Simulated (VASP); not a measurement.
Shape and ions are relaxed at each volume.

Data:

```yaml
crystal:
  lattice:
    - [1.59879, -2.76918, 0.00000]
    - [1.59879, 2.76918, 0.00000]
    - [0.00000, 0.00000, 5.20943]
  atoms:
    - { symbol: Ga, position: [0.66667, 0.33333, 0.50010] }
    - { symbol: Ga, position: [0.33333, 0.66667, 0.00010] }
    - { symbol: N, position: [0.66667, 0.33333, 0.87690] }
    - { symbol: N, position: [0.33333, 0.66667, 0.37690] }
```

The numbers are results of PBE GGA with D3 dispersion (Becke-Johnson damping), VASP's PBE PAW potentials (set 64) (plane waves; VASP), not measurements. Settings: 520 eV cut-off, 8×8×4 Γ-centred mesh, Gaussian smearing of 0.050 eV, potentials Ga_d N.

Q: Give the energy at these volumes per atom, relative to the lowest: 10.83, 11.18, 11.53, 11.87, 12.22 Å³.

A: 26.4, 6.3, 0.0, 5.3, 20.5 meV/atom. A third-order Birch-Murnaghan fit gives B0 = 179 GPa and B0′ = 4.5.

The compound is GaN in the wurtzite structure. It was relaxed first.
